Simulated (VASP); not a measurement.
VASP runs on PIr (space group Cmcm) share one base input (PBE GGA, plane waves, VASP's PBE PAW potentials (set 64)) and change the settings named in each case.

POSCAR:
```
PIr
1
    1.9346620000    -5.1124130000     0.0000000000
    1.9346620000     5.1124130000     0.0000000000
    0.0000000000     0.0000000000     3.8126780000
P Ir
2 2
Direct
  0.5640000000   0.4360000000   0.2500000000
  0.4360000000   0.5640000000   0.7500000000
  0.8547500000   0.1452500000   0.2500000000
  0.1452500000   0.8547500000   0.7500000000
```

INCAR:
```
ALGO=Normal
EDIFF=1E-6
ENCUT=300
GGA=PE
ISIF=2
ISMEAR=-1
LASPH=.TRUE.
LCHARG=.FALSE.
LMAXMIX=6
LREAL=.FALSE.
LWAVE=.FALSE.
NELM=100
PREC=Accurate
SIGMA=0.1
SYSTEM=PIr
```

**KPOINTS**
```
Automatic
0
Gamma
6 6 6
0 0 0
```

POTCAR, in this order: P Ir (PBE.64 set). Program: vasp_std.

```json
[
 {"change": "base run", "E(σ→0) (eV/atom)": "-5.9210", "pressure (GPa)": "-24.22", "largest force (eV/Å)": "1.940", "−TS (eV)": "-0.1380"},
 {"change": "GGA = PS", "E(σ→0) (eV/atom)": "-6.4665", "pressure (GPa)": "[?]", "largest force (eV/Å)": "[?]", "−TS (eV)": "[?]"},
 {"change": "GGA_COMPAT = .FALSE., LNONCOLLINEAR = .TRUE., LSORBIT = .TRUE., MAGMOM = 0.0 0.0 0.0 0.0 0.0 0.0 0.0 0.0 0.0 0.0 0.0 0.0, program vasp_ncl", "E(σ→0) (eV/atom)": "-6.1716", "pressure (GPa)": "-22.76", "largest force (eV/Å)": "1.874", "−TS (eV)": "-0.1285"},
 {"change": "KPOINTS 5×5×5 Γ-centred mesh", "E(σ→0) (eV/atom)": "-5.9168", "pressure (GPa)": "[?]", "largest force (eV/Å)": "[?]", "−TS (eV)": "[?]"}
]
```

Q: Some entries are withheld; supply them.

A: 
- KPOINTS 5×5×5 Γ-centred mesh, pressure (GPa): -24.26
- KPOINTS 5×5×5 Γ-centred mesh, largest force (eV/Å): 1.943
- KPOINTS 5×5×5 Γ-centred mesh, −TS (eV): -0.1398
- GGA = PS, pressure (GPa): -28.60
- GGA = PS, largest force (eV/Å): 1.974
- GGA = PS, −TS (eV): -0.1390

Energies of different potentials or functionals have different zeros.  Unless said otherwise, spin-orbit coupling is left out, though it shifts the bands of the heavy elements here. At 300 eV the pressure can carry a Pulay error.

Left out are runs that ran out of time, are held back, or changed the cell or the kind of run, fixed moments of cells without a moment, rows past the twelfth, gaps on odd meshes, pressures of charged cells and columns that move by less than the noise.

The structure was generated: PIr was put into an ordered model structure, which need not be its known phase. The cell was not relaxed at this level, forces remain on its atoms.
